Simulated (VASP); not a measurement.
The input files of a VASP run:

INCAR:
```
SYSTEM = AgCl
PREC = Accurate
ENCUT = 400
EDIFF = 1E-6
NELM = 100
ALGO = Normal
LREAL = .FALSE.
LASPH = .TRUE.
ISMEAR = 0
SIGMA = 0.05
GGA = PE
LMAXMIX = 4
LWAVE = .FALSE.
LCHARG = .FALSE.
ISIF = 2
ICHARG = 11
```

**POSCAR**
```
AgCl
1
    0.0000000000     2.8305000000     2.8305000000
    2.8305000000     0.0000000000     2.8305000000
    2.8305000000     2.8305000000     0.0000000000
Ag Cl
1 1
Direct
  0.0000000000   0.0000000000   0.0000000000
  0.5000000000   0.5000000000   0.5000000000
```

**KPOINTS**
```
Automatic mesh
0
Gamma
6 6 6
0 0 0
```

POTCAR, in this order: Ag Cl (PBE.64 set). Program: vasp_std.

Output

standard output:
```
 POSCAR found type information on POSCAR AgCl
 POSCAR found :  2 types and       2 ions
 Reading from existing POTCAR
 Reading from existing POTCAR
 LDA part: xc-table for (Slater+PW92), standard interpolation
 WARNING: stress and forces are not correct
 POSCAR, INCAR and KPOINTS ok, starting setup
 WAVECAR not read
 WARNING: CHGCAR is incomplete

 -----------------------------------------------------------------------------
|                                                                             |
|     EEEEEEE  RRRRRR   RRRRRR   OOOOOOO  RRRRRR      ###     ###     ###     |
|     E        R     R  R     R  O     O  R     R     ###     ###     ###     |
|     E        R     R  R     R  O     O  R     R     ###     ###     ###     |
|     EEEEE    RRRRRR   RRRRRR   O     O  RRRRRR       #       #       #      |
|     E        R   R    R   R    O     O  R   R                               |
|     E        R    R   R    R   O     O  R    R      ###     ###     ###     |
|     EEEEEEE  R     R  R     R  OOOOOOO  R     R     ###     ###     ###     |
|                                                                             |
|     ICHARG>10                                                               |
|                                                                             |
|       ---->  I REFUSE TO CONTINUE WITH THIS SICK JOB ... BYE!!! <----       |
|                                                                             |
 -----------------------------------------------------------------------------
```

Problem. Read the log: what went wrong, and how is it fixed?

Solution. The cause: ICHARG = 11 asks for a fixed density, but there is no CHGCAR. VASP stops with an error: ERROR: charge density could not be read from file CHGCAR for ICHARG>10 ----> I REFUSE TO CONTINUE WITH THIS SICK JOB ... BYE!!! <---- To mend it, run self-consistently first and keep its CHGCAR, or remove ICHARG. The plain static run on this cell (PBE GGA, plane waves, VASP's PBE PAW potentials (set 64)) converges, and its OSZICAR ends with
```
   1 F= -.53964145E+01 E0= -.53964145E+01  d E =-.223573E-12
```

The compound is AgCl in the rock salt structure. The cell was not relaxed at this level.
